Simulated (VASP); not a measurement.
Computed with PBEsol GGA, VASP's PBE PAW potentials (set 64) (plane waves; VASP 6.6.1).

The input files of a VASP run:

File KPOINTS:
```
k-points along high-symmetry lines
10
Line-mode
Reciprocal
  0.000000   0.000000   0.000000 ! GAMMA
  0.500000   0.000000   0.000000 ! M

  0.500000   0.000000   0.000000 ! M
  0.333333   0.333333   0.000000 ! K

  0.333333   0.333333   0.000000 ! K
  0.000000   0.000000   0.000000 ! GAMMA

  0.000000   0.000000   0.000000 ! GAMMA
  0.000000   0.000000   0.500000 ! A

  0.000000   0.000000   0.500000 ! A
  0.500000   0.000000   0.500000 ! L

  0.500000   0.000000   0.500000 ! L
  0.333333   0.333333   0.500000 ! H

  0.333333   0.333333   0.500000 ! H
  0.000000   0.000000   0.500000 ! A

  0.500000   0.000000   0.500000 ! L
  0.500000   0.000000   0.000000 ! M

  0.333333   0.333333   0.500000 ! H
  0.333333   0.333333   0.000000 ! K
```

**INCAR**
```
ALGO  =  Normal
EDIFF  =  1E-7
ENCUT  =  400
GGA  =  PS
ICHARG  =  11
ISMEAR  =  0
LASPH  =  .True.
LCHARG  =  .False.
LMAXMIX  =  6
LORBIT  =  11
LREAL  =  .False.
LWAVE  =  .False.
NELM  =  100
PREC  =  Accurate
SIGMA  =  0.05
SYSTEM  =  TaSi2
```

**POSCAR**
```
TaSi2
1
    4.7649123530     0.0000000054     0.0000000000
   -2.3824556672     4.1265348177     0.0000000000
   -0.0000000000     0.0000000000     6.5537327340
Ta Si
3 6
Direct
  0.5000000000   0.0000000000   1.0000000000
  0.5000000000   0.5000000000   0.3333330000
  0.0000000000   0.5000000000   0.6666670000
  0.1592329718   0.3184659436   1.0000000000
  0.8407670282   0.1592329718   0.3333330000
  0.6815340564   0.8407670282   0.6666670000
  0.8407670282   0.6815340564   1.0000000000
  0.1592329718   0.8407670282   0.3333330000
  0.3184659436   0.1592329718   0.6666670000
```

POTCAR, in this order: Ta_pv Si (PBE.64 set). Program: vasp_std. Read from the step before: CHGCAR.

Output

**OUTCAR**
```
 ion  position               nearest neighbor table
   1  0.500  0.000  0.000-   6 2.60   9 2.60   8 2.60   5 2.60   4 2.72   7 2.72   4 2.72   7 2.72
                             4 2.81   7 2.81   2 3.23   2 3.23   3 3.23   3 3.23
   2  0.500  0.500  0.333-   4 2.60   7 2.60   6 2.60   9 2.60   5 2.72   8 2.72   8 2.72   5 2.72
                             8 2.81   5 2.81   1 3.23   1 3.23   3 3.23   3 3.23
   3  0.000  0.500  0.667-   4 2.60   7 2.60   5 2.60   8 2.60   9 2.72   6 2.72   9 2.72   6 2.72
                             6 2.81   9 2.81   1 3.23   1 3.23   2 3.23   2 3.23
   4  0.159  0.318  0.000-   9 2.55   5 2.55   3 2.60   2 2.60   7 2.63   1 2.72   1 2.72   1 2.81
                             7 2.81   7 2.81
   5  0.841  0.159  0.333-   4 2.55   6 2.55   1 2.60   3 2.60   8 2.63   2 2.72   2 2.72   2 2.81
                             8 2.81   8 2.81
   6  0.682  0.841  0.667-   7 2.55   5 2.55   1 2.60   2 2.60   9 2.63   3 2.72   3 2.72   3 2.81
                             9 2.81   9 2.81
   7  0.841  0.682  0.000-   6 2.55   8 2.55   3 2.60   2 2.60   4 2.63   1 2.72   1 2.72   1 2.81
                             4 2.81   4 2.81
   8  0.159  0.841  0.333-   7 2.55   9 2.55   1 2.60   3 2.60   5 2.63   2 2.72   2 2.72   2 2.81
                             5 2.81   5 2.81
   9  0.318  0.159  0.667-   4 2.55   8 2.55   1 2.60   2 2.60   6 2.63   3 2.72   3 2.72   3 2.81
                             6 2.81   6 2.81
  LATTYP: Found a hexagonal cell.
 ALAT       =     4.7649123530
 C/A-ratio  =     1.3754151700
 Subroutine PRICEL returns:
 Original cell was already a primitive cell.
 Subroutine GETGRP returns: Found 12 space group operations
The static configuration has the point symmetry D_2 .
 The point group associated with its full space group is D_6 .
The dynamic configuration has the point symmetry D_2 .
 Subroutine INISYM returns: Found 12 space group operations
   k-points           NKPTS =     90   k-points in BZ     NKDIM =     90   number of bands    NBANDS=     34
   number of dos      NEDOS =    301   number of ions     NIONS =      9
   total plane-waves  NPLWV =  49152
   dimension x,y,z NGX =    32 NGY =   32 NGZ =   48
   dimension x,y,z NGXF=    64 NGYF=   64 NGZF=   96
   ions per type =               3   6
   PREC   = accura    normal or accurate (medium, high low for compatibility)
   ISTART =      0    job   : 0-new  1-cont  2-samecut
   ICHARG =     11    charge: 1-file 2-atom 10-const
   ISPIN  =      1    spin polarized calculation?
   LNONCOLLINEAR =      F non collinear calculations
   LSORBIT =      F    spin-orbit coupling
   INIWAV =      1    electr: 0-lowe 1-rand  2-diag
   ENCUT  =  400.0 eV  29.40 Ry    5.42 a.u.   7.77  7.77 10.69*2*pi/ulx,y,z
   NELM   =    100;   NELMIN=  2; NELMDL= -5     # of ELM steps
   EDIFF  = 0.1E-06   stopping-criterion for ELM
   LREAL  =      F    real-space projection
   NLSPLINE    = F    spline interpolate recip. space projectors
   LMAXMIX     =    6 max onsite mixed and CHGCAR
   VOSKOWN=      0    Vosko Wilk Nusair interpolation
   EDIFFG = 0.1E-05   stopping-criterion for IOM
   NSW    =      0    number of steps for IOM
   NBLOCK =      1;   KBLOCK =      1    inner block; outer block
   IBRION =     -1    ionic relax: 0-MD 1-quasi-New 2-CG
   NFREE  =      0    steps in history (QN), initial steepest desc. (CG)
   ISIF   =      2    stress and relaxation
   ISYM   =      2    0-nonsym 1-usesym 2-fastsym
   TEIN   =    0.0    initial temperature
   TEBEG  =    0.0;   TEEND  =   0.0 temperature during run
   SMASS  =  -3.00    Nose mass-parameter (am)
   PSTRESS=    0.0 pullay stress
   NELECT =      57.0000    total number of electrons
   EFERMI =   0.00;   METHOD = LEGACY
   ISMEAR =     0;   SIGMA  =   0.05  broadening in eV -4-tet -1-fermi 0-gaus
   IALGO  =     38    algorithm
   LDIAG  =      T    sub-space diagonalisation (order eigenvalues)
   IMIX   =      4    mixing-type and parameters
     AMIX     =   0.40;   BMIX     =  1.00
     AMIX_MAG =   1.60;   BMIX_MAG =  1.00
     AMIN     =   0.10
   GGA     = PS    functional components
   VOSKOWN =     0    Vosko Wilk Nusair interpolation
   LHFCALC =     F    Hartree Fock is set to
   LHFONE  =     F    Hartree Fock one center treatment
   AEXX    =    0.0000 exact exchange contribution
   IVDW    =     0    specifies the selected vdW correction
...
```

OSZICAR:
```
       N       E                     dE             d eps       ncg     rms          rms(c)
DAV:   1     0.341597319692E+03    0.34160E+03   -0.24996E+04  6232   0.129E+03
DAV:   2    -0.585211041229E+02   -0.40012E+03   -0.39353E+03  7098   0.350E+02
DAV:   3    -0.770263153423E+02   -0.18505E+02   -0.18131E+02  7758   0.649E+01
DAV:   4    -0.774196315450E+02   -0.39332E+00   -0.39178E+00  7712   0.954E+00
DAV:   5    -0.774271488184E+02   -0.75173E-02   -0.75076E-02  7946   0.127E+00
DAV:   6    -0.774273738644E+02   -0.22505E-03   -0.22492E-03  7936   0.204E-01
DAV:   7    -0.774273817753E+02   -0.79109E-05   -0.79077E-05  8080   0.332E-02
DAV:   8    -0.774273820105E+02   -0.23520E-06   -0.23534E-06  7456   0.547E-03
DAV:   9    -0.774273820226E+02   -0.12150E-07   -0.12581E-07  5832   0.111E-03
   1 F= -.77427382E+02 E0= -.77426072E+02  d E =-.262080E-02
```

File OUTCAR:
```
 val. band max:        9.4539425283   @ k =   0.3889   0.0000   0.0000

 cond. band min:       9.4777891482   @ k =   0.4444   0.1111   0.0000



 k-point     1 :       0.0000    0.0000    0.0000
  band No.  band energies     occupation
      1     -24.9122      2.00000
      2     -24.9121      2.00000
      3     -24.9121      2.00000
      4     -24.8393      2.00000
      5     -24.8393      2.00000
      6     -24.7421      2.00000
      7     -24.7358      2.00000
      8     -24.7329      2.00000
      9     -24.7329      2.00000
     10      -4.0704      2.00000
     11      -0.7218      2.00000
     12      -0.7218      2.00000
     13       2.7692      2.00000
     14       3.4616      2.00000
     15       3.4617      2.00000
     16       3.4869      2.00000
     17       3.4870      2.00000
     18       4.5817      2.00000
     19       5.4855      2.00000
     20       5.4855      2.00000
     21       5.8717      2.00000
     22       6.8489      2.00000
     23       6.8489      2.00000
     24       6.8496      2.00000
     25       6.8497      2.00000
     26       6.9693      2.00000
     27       7.1607      2.00000
     28       7.1608      2.00000
     29       7.8962      2.00000
     30      10.0820      0.00000
     31      12.3831      0.00000
     32      12.3832      0.00000
     33      12.9196      0.00000
     34      12.9917      0.00000

 k-point     2 :       0.0556    0.0000    0.0000
  band No.  band energies     occupation
      1     -24.9220      2.00000
      2     -24.9129      2.00000
      3     -24.9026      2.00000
      4     -24.8396      2.00000
      5     -24.8389      2.00000
      6     -24.7435      2.00000
      7     -24.7359      2.00000
      8     -24.7336      2.00000
      9     -24.7306      2.00000
     10      -4.0397      2.00000
     11      -0.7025      2.00000
     12      -0.6974      2.00000
     13       2.5107      2.00000
     14       3.0745      2.00000
     15       3.2509      2.00000
...
```

The density is held fixed in this step, so its total energy and stress have no physical meaning. Unless said otherwise, spin-orbit coupling is left out, though it shifts the bands of the heavy elements here.

The structure was generated: TaSi2 was put into the CrSi2 type (P6_222), which need not be its known phase. It was relaxed first. The electron count is odd and the run is not spin-polarised, which forces a metal.
